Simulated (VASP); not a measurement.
Here is the system:

```
BeSe
1.0
    0.00000     2.59071     2.59071
    2.59071     0.00000     2.59071
    2.59071     2.59071     0.00000
Be Se
1 1
Cartesian
  0.00000   0.00000   0.00000
  3.88606   3.88606   3.88606
```

All values below come from PBE GGA, VASP's PBE PAW potentials (set 64) (plane waves; VASP 6.6.1). Settings: 480 eV cut-off, 8×8×8 Γ-centred mesh, Gaussian smearing of 0.050 eV, potentials Be Se.

Problem. Predict the energy per atom (σ→0), band gap (on the k-mesh) with the smallest direct gap where there is one.

Solution. 
```yaml
band gap (on the k-mesh): 2.67 eV
smallest direct gap (on the k-mesh): 4.21 eV
energy per atom (σ→0): -4.430 eV/atom
```

Total energies compare only between runs with the same potentials, cut-off and functional.

The compound is BeSe in the zinc blende structure. It was relaxed first. The start is the result of an earlier pass.
